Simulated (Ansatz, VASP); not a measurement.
# In2O3: VASP beside Ansatz

Aim: how closely do two programs agree when they are given the same cell, functional and k mesh? The cell is taken from a series of runs on this material, whose earlier steps may have relaxed, scaled, displaced or heated it; both programs get it as it stands.

Calculated with Ansatz 0.2.0; plane waves, with VASP 6.6.1 beside it; G0W0 gap at LDA.

**1. The structure**

It takes space group R-3c (No. 167, trigonal). The conventional cell has a = 5.462 Å, b = 5.462 Å, c = 14.372 Å, α = 90.00°, β = 90.00°, γ = 120.00°. Nearest to In lie 6 O at 2.11 to 2.24 Å. O has 4 In at 2.11 to 2.24 Å nearest. Farther neighbours and most contacts between anions are not listed.

As a file:

```cif
data_structure
_symmetry_space_group_name_H-M 'R-3c:H'
_symmetry_Int_Tables_number 167
_cell_length_a 5.4618
_cell_length_b 5.4618
_cell_length_c 14.3722
_cell_angle_alpha 90.000
_cell_angle_beta 90.000
_cell_angle_gamma 120.000
_cell_volume 371.30
loop_
_atom_site_label
_atom_site_type_symbol
_atom_site_symmetry_multiplicity
_atom_site_Wyckoff_symbol
_atom_site_fract_x
_atom_site_fract_y
_atom_site_fract_z
_atom_site_occupancy
In1 In 12 c 0.66667 0.33333 0.19101 1
O1 O 18 e 0.62887 0.66667 0.41667 1
```

**2. VASP: G0W0 gap, LDA**

Quasiparticle shifts depend on high empty states and on the cores, so they are the hardest test of two PAW sets.

Lines of VASP's logs that name or quote its potential files are left out, and so is its time.

The run reads the wave functions of an earlier VASP run, which isn't shown here.

Contents of INCAR:

```
SYSTEM = In2O3
PREC = Accurate
ENCUT = 440
ISMEAR = 0
SIGMA = 0.01
LREAL = .FALSE.
GGA = CA
NBANDS = 368
ALGO = EVGW0
NELMGW = 1
ENCUTGW = 108
NOMEGA = 64
PRECFOCK = Fast
NBANDSGW = 64
LWAVE = .FALSE.
LCHARG = .FALSE.
```

Contents of POSCAR:

```
In2O3
1.0
    2.7308911344      1.5766807316      4.7907172002
   -2.7308911344      1.5766807316      4.7907172002
    0.0000000000     -3.1533614632      4.7907172002
In O
4 6
Direct
    0.3576777492      0.3576777492      0.3576777492
    0.1423222508      0.1423222508      0.1423222508
    0.6423222508      0.6423222508      0.6423222508
    0.8576777492      0.8576777492      0.8576777492
    0.5455329468      0.9544670532      0.2500000000
    0.2500000000      0.5455329468      0.9544670532
    0.9544670532      0.2500000000      0.5455329468
    0.4544670532      0.0455329468      0.7500000000
    0.7500000000      0.4544670532      0.0455329468
    0.0455329468      0.7500000000      0.4544670532
```

Contents of KPOINTS:

```
Automatic mesh
0
Gamma
4 4 4
0 0 0
```

PAW data sets: In_d_GW and O_GW (LDA family, release 64).

Run with:

```console
$ mpirun -np 16 vasp_std
```

Numbers of over 12 decimals in the logs are rounded to 6 here.

Output:

```text
[banner, memory and clock lines left out]
running   16 mpi-ranks, on    1 nodes
 distrk:  each k-point on   16 cores,    1 groups
 distr:  one band on    1 cores,   16 groups

 POSCAR found type information on POSCAR InO
 POSCAR found :  2 types and      10 ions
|                                                                             |
|           W    W    AA    RRRRR   N    N  II  N    N   GGGG   !!!           |
|           W    W   A  A   R    R  NN   N  II  NN   N  G    G  !!!           |
|           W    W  A    A  R    R  N N  N  II  N N  N  G       !!!           |
|           W WW W  AAAAAA  RRRRR   N  N N  II  N  N N  G  GGG   !            |
|           WW  WW  A    A  R   R   N   NN  II  N   NN  G    G                |
|           W    W  A    A  R    R  N    N  II  N    N   GGGG   !!!           |
|                                                                             |
|     For optimal performance we recommend to set                             |
|       NCORE = 2 up to number-of-cores-per-socket                            |
|     NCORE specifies how many cores store one orbital (NPAR=cpu/NCORE).      |
|     This setting can greatly improve the performance of VASP for DFT.       |
|     The default, NCORE=1 might be grossly inefficient on modern             |
|     multi-core architectures or massively parallel machines. Do your        |
|     Unfortunately you need to use the default for GW and RPA                |
|     calculations (for HF NCORE is supported but not extensively tested      |
|     yet).                                                                   |
|                                                                             |

|                                                                             |
|           W    W    AA    RRRRR   N    N  II  N    N   GGGG   !!!           |
|           W    W   A  A   R    R  NN   N  II  NN   N  G    G  !!!           |
|           W    W  A    A  R    R  N N  N  II  N N  N  G       !!!           |
|           W WW W  AAAAAA  RRRRR   N  N N  II  N  N N  G  GGG   !            |
|           WW  WW  A    A  R   R   N   NN  II  N   NN  G    G                |
|           W    W  A    A  R    R  N    N  II  N    N   GGGG   !!!           |
|                                                                             |
|     The default for ENCUTGWSOFT is different in this version of VASP.       |
|     please manually set ENCUTGWSOFT =108 in the INCAR file.                 |
|                                                                             |

 LDA part: xc-table for (Slater(with rela. corr.)+CA(PZ))
 , standard interpolation
 found WAVECAR, reading the header
 POSCAR, INCAR and KPOINTS ok, starting setup
 FFT: planning ... GRIDC
 FFT: planning ... GRID_SOFT
 FFT: planning ... GRID
 reading WAVECAR
 the WAVECAR file was read successfully
 initial charge from wavefunction
 available memory per node:     18.49 GB, setting MAXMEM to     18937

 The Fermi energy was updated, please check that it is located mid-gap
 values below the HOMO (VB) or above the LUMO (CB) will cause erroneous energies
 E-fermi :   4.4249

 calculate exact exchange contribution
 the WAVEDER file was read successfully
energies w=
    0.000    0.000    0.459    0.000    0.917    0.000    1.373    0.000
    1.826    0.000    2.275    0.000    2.719    0.000    3.159    0.000
    3.593    0.000    4.021    0.000    4.443    0.000    4.859    0.000
    5.270    0.000    5.675    0.000    6.075    0.000    6.470    0.000
    6.861    0.000    7.249    0.000    7.634    0.000    8.016    0.000
    8.397    0.000    8.778    0.000    9.159    0.000    9.540    0.000
    9.924    0.000   10.311    0.000   10.702    0.000   11.098    0.000
   11.501    0.000   11.911    0.000   12.331    0.000   12.761    0.000
   13.204    0.000   13.661    0.000   14.134    0.000   14.626    0.000
   15.140    0.000   15.678    0.000   16.243    0.000   16.841    0.000
   17.474    0.000   18.150    0.000   18.873    0.000   19.651    0.000
   20.492    0.000   21.408    0.000   22.411    0.000   23.515    0.000
   24.741    0.000   26.112    0.000   27.658    0.000   29.417    0.000
   31.439    0.000   33.791    0.000   36.563    0.000   39.879    0.000
   43.919    0.000   48.947    0.000   55.374    0.000   63.870    0.000
   75.609    0.000   92.859    0.000  120.632    0.000  172.641    0.000
 responsefunction array rank=     336
 LDA part: xc-table for (Slater(with rela. corr.)+CA(PZ))
 , standard interpolation

 min. memory requirement per mpi rank    425.7 MB, per node   6811.0 MB

 allocating   4 responsefunctions rank=   336
 shmem allocating  64 responsefunctions rank=   336
 response function shared by NCSHMEM nodes    1
 Doing            4  frequencies on each core in blocks of           64
NQ=   1    0.0000    0.0000    0.0000,
|.........|.........|.........|.........|.........|.........|.........|.........
 performed       2437000 updates of chi_q(r,r)
 total number of BLAS operations       2008.99 Gflops
NQ=   2    0.2500    0.0000    0.0000,
|.........|.........|.........|.........|.........|.........|.........|.........
 performed       6993000 updates of chi_q(r,r)
 total number of BLAS operations       5626.17 Gflops
NQ=   3    0.5000    0.0000    0.0000,
|.........|.........|.........|.........|.........|.........|.........|.........
 performed      10372000 updates of chi_q(r,r)
 total number of BLAS operations       8359.92 Gflops
NQ=   4    0.2500    0.2500    0.0000,
|.........|.........|.........|.........|.........|.........|.........|.........
 performed      14928000 updates of chi_q(r,r)
 total number of BLAS operations      12000.11 Gflops
NQ=   5    0.5000    0.2500   -0.0000,
|.........|.........|.........|.........|.........|.........|.........|.........
 performed      19767000 updates of chi_q(r,r)
 total number of BLAS operations      15720.66 Gflops
NQ=   6   -0.2500    0.2500    0.0000,
|.........|.........|.........|.........|.........|.........|.........|.........
 performed      24323000 updates of chi_q(r,r)
 total number of BLAS operations      19383.93 Gflops
NQ=   7    0.5000    0.5000    0.0000,
|.........|.........|.........|.........|.........|.........|.........|.........
 performed      27702000 updates of chi_q(r,r)
 total number of BLAS operations      22117.67 Gflops
NQ=   8    0.2500    0.2500    0.2500,
|.........|.........|.........|.........|.........|.........|.........|.........
 performed      30563000 updates of chi_q(r,r)
 total number of BLAS operations      24331.47 Gflops
NQ=   9    0.5000    0.2500    0.2500,
|.........|.........|.........|.........|.........|.........|.........|.........
 performed      35119000 updates of chi_q(r,r)
 total number of BLAS operations      27948.65 Gflops
NQ=  10   -0.2500    0.2500    0.2500,
|.........|.........|.........|.........|.........|.........|.........|.........
 performed      39675000 updates of chi_q(r,r)
 total number of BLAS operations      31611.92 Gflops
NQ=  11    0.5000    0.5000    0.2500,
|.........|.........|.........|.........|.........|.........|.........|.........
 performed      44231000 updates of chi_q(r,r)
 total number of BLAS operations      35344.85 Gflops
NQ=  12   -0.2500    0.5000    0.2500,
|.........|.........|.........|.........|.........|.........|.........|.........
 performed      48787000 updates of chi_q(r,r)
 total number of BLAS operations      38939.11 Gflops
NQ=  13    0.5000    0.5000    0.5000,
|.........|.........|.........|.........|.........|.........|.........|.........
 performed      51224000 updates of chi_q(r,r)
 total number of BLAS operations      40935.60 Gflops
 resolving degeneracies of screened two electron integrals

 calculate QP shifts <psi_nk| G(iteration)W_0 |psi_nk>: iteration 1
 entering main loop
```

OUTCAR, selected parts (step 2):

```text
ion  position               nearest neighbor table
   1  0.358  0.358  0.358-  10 2.11   8 2.11   9 2.11   5 2.24   7 2.24   6 2.24   2 3.10
   2  0.142  0.142  0.142-   9 2.11   8 2.11  10 2.11   5 2.24   7 2.24   6 2.24   1 3.10
   3  0.642  0.642  0.642-   7 2.11   5 2.11   6 2.11   8 2.24   9 2.24  10 2.24   4 3.10
   4  0.858  0.858  0.858-   6 2.11   5 2.11   7 2.11   8 2.24   9 2.24  10 2.24   3 3.10
   5  0.546  0.954  0.250-   3 2.11   4 2.11   1 2.24   2 2.24
   6  0.250  0.546  0.954-   4 2.11   3 2.11   1 2.24   2 2.24
   7  0.954  0.250  0.546-   3 2.11   4 2.11   1 2.24   2 2.24
   8  0.454  0.046  0.750-   1 2.11   2 2.11   3 2.24   4 2.24
   9  0.750  0.454  0.046-   2 2.11   1 2.11   3 2.24   4 2.24
  10  0.046  0.750  0.454-   1 2.11   2 2.11   3 2.24   4 2.24

  LATTYP: Found a trigonal (rhomboedric) cell.
 ALAT       =     5.7353866312
 COS(alpha) =     0.5465667418

 Subroutine GETGRP returns: Found 12 space group operations
 (whereof  6 operations were pure point group operations)

The static configuration has the point symmetry S_6 .
 The point group associated with its full space group is D_3d.

 Found     13 irreducible k-points:

   k-points           NKPTS =     13   k-points in BZ     NKDIM =     64   number of bands    NBANDS=    368

   dimension x,y,z NGX =    40 NGY =   40 NGZ =   40
   dimension x,y,z NGXF=    80 NGYF=   80 NGZF=   80

   ENCUT  =  440.0 eV  32.34 Ry    5.69 a.u.   9.81  9.81  9.81*2*pi/ulx,y,z

   NELECT =      88.0000    total number of electrons

  energy-cutoff  :      440.00
  volume of cell :      123.77
      direct lattice vectors                 reciprocal lattice vectors
     2.730891134  1.576680732  4.790717200     0.183090418  0.105707302  0.069579004
    -2.730891134  1.576680732  4.790717200    -0.183090418  0.105707302  0.069579004
     0.000000000 -3.153361463  4.790717200     0.000000000 -0.211414605  0.069579004

 k-points in reciprocal lattice and weights: Automatic mesh
   0.00000000  0.00000000  0.00000000       0.016
   0.25000000  0.00000000  0.00000000       0.094
   0.50000000  0.00000000  0.00000000       0.047
   0.25000000  0.25000000  0.00000000       0.094
   0.50000000  0.25000000 -0.00000000       0.188
  -0.25000000  0.25000000  0.00000000       0.094
   0.50000000  0.50000000  0.00000000       0.047
   0.25000000  0.25000000  0.25000000       0.031
   0.50000000  0.25000000  0.25000000       0.094
  -0.25000000  0.25000000  0.25000000       0.094
   0.50000000  0.50000000  0.25000000       0.094
  -0.25000000  0.50000000  0.25000000       0.094
   0.50000000  0.50000000  0.50000000       0.016

 E-fermi :   4.4249

 QP shifts <psi_nk| G(iteration)W_0 |psi_nk>: iteration 1
 for sc-GW calculations column KS-energies equals QP-energies in previous step
 and V_xc(KS)=  KS-energies - (<T + V_ion + V_H > + <T+V_H+V_ion>^1  + <V_x>^1)
 k-point   1 :       0.0000    0.0000    0.0000
  band No.  KS-energies  QP-energies   sigma(KS)   V_xc(KS)     V^pw_x(r,r')   Z            occupation Imag(sigma)
    ...
     41       3.4894       3.1195     -20.0450     -19.5451     -24.5882       0.7401       2.0000       0.0682
     42       3.4894       3.1195     -20.0450     -19.5451     -24.5882       0.7401       2.0000       0.0682
     43       3.7383       3.3772     -20.4224     -19.9399     -24.7873       0.7484       2.0000       0.0634
     44       3.7383       3.3772     -20.4224     -19.9399     -24.7873       0.7484       2.0000       0.0634
     45       5.0864       5.8655     -12.9367     -13.8914      -9.7964       0.8161       0.0000      -0.0365
     46       9.1823      10.2832     -11.3044     -12.6675      -7.1730       0.8076       0.0000      -0.0580
     47      10.0318      11.5074     -13.9990     -15.8834      -9.8716       0.7831       0.0000      -0.0555
     48      10.9645      12.3834     -13.6866     -15.5329      -9.4351       0.7685       0.0000      -0.0720
    ...

 k-point   2 :       0.2500    0.0000    0.0000
  band No.  KS-energies  QP-energies   sigma(KS)   V_xc(KS)     V^pw_x(r,r')   Z            occupation Imag(sigma)
    ...
     41       3.3541       2.9488     -19.9835     -19.4366     -24.5191       0.7412       2.0000       0.0686
     42       3.3661       2.9822     -19.9759     -19.4613     -24.3166       0.7461       2.0000       0.0654
     43       3.5914       3.2111     -20.1141     -19.5995     -24.7368       0.7390       2.0000       0.0691
     44       3.7634       3.3954     -20.2728     -19.7765     -24.8833       0.7413       2.0000       0.0681
     45       6.6609       7.6110     -14.6688     -15.8631     -11.9573       0.7955       0.0000      -0.0369
     46       9.7621      11.0415     -12.9353     -14.5602      -8.8634       0.7874       0.0000      -0.0603
     47       9.7709      11.1633     -13.5626     -15.3221      -9.4715       0.7914       0.0000      -0.0544
     48      10.3791      11.7283     -13.5497     -15.2893      -9.4464       0.7756       0.0000      -0.0641
    ...

 k-point   3 :       0.5000    0.0000    0.0000
  band No.  KS-energies  QP-energies   sigma(KS)   V_xc(KS)     V^pw_x(r,r')   Z            occupation Imag(sigma)
    ...
     41       3.0215       2.6355     -19.7407     -19.2197     -24.1553       0.7408       2.0000       0.0699
     42       3.0215       2.6355     -19.7407     -19.2197     -24.1553       0.7408       2.0000       0.0699
     43       3.7071       3.3317     -20.2124     -19.7058     -24.8036       0.7411       2.0000       0.0682
     44       3.7071       3.3317     -20.2124     -19.7058     -24.8036       0.7411       2.0000       0.0682
     45       8.7620      10.0006     -14.7487     -16.3274     -11.2898       0.7846       0.0000      -0.0535
     46       8.7620      10.0006     -14.7487     -16.3274     -11.2898       0.7846       0.0000      -0.0535
     47       9.6359      10.9274     -12.8935     -14.5147      -8.7848       0.7966       0.0000      -0.0563
     48       9.6359      10.9274     -12.8935     -14.5147      -8.7848       0.7966       0.0000      -0.0563
    ...

 k-point   4 :       0.2500    0.2500    0.0000
  band No.  KS-energies  QP-energies   sigma(KS)   V_xc(KS)     V^pw_x(r,r')   Z            occupation Imag(sigma)
    ...
     41       3.2991       2.9137     -19.9442     -19.4246     -24.3995       0.7417       2.0000       0.0676
     42       3.4716       3.0857     -20.1006     -19.5814     -24.5639       0.7433       2.0000       0.0674
     43       3.5078       3.1101     -19.9588     -19.4194     -24.6091       0.7374       2.0000       0.0701
     44       3.7163       3.3657     -20.3951     -19.9251     -24.8162       0.7459       2.0000       0.0646
     45       6.9754       7.9620     -14.8217     -16.0687     -12.0755       0.7912       0.0000      -0.0384
     46       9.7767      11.0464     -12.9383     -14.5536      -8.8890       0.7860       0.0000      -0.0605
     47       9.8499      11.2499     -13.6983     -15.4763      -9.5912       0.7874       0.0000      -0.0557
     48      10.5845      11.9575     -13.5454     -15.3191      -9.3740       0.7741       0.0000      -0.0665
    ...

[... 4 further parts left out ...]
```

(Part 1 of 2 ends here.)

[Lines on the potential files, build, host, timing and source positions are cut from VASP's logs without a mark.]

[Logs are printed without paths, hosts, clocks, repeated set-up lines and the standing remarks that a program may print on its own settings, such as how far it seeks lower states.]

[Hosts, paths, dates, database ids (printed as entryN), source tags and the programs' standing remarks are cut or masked in the printed files.]
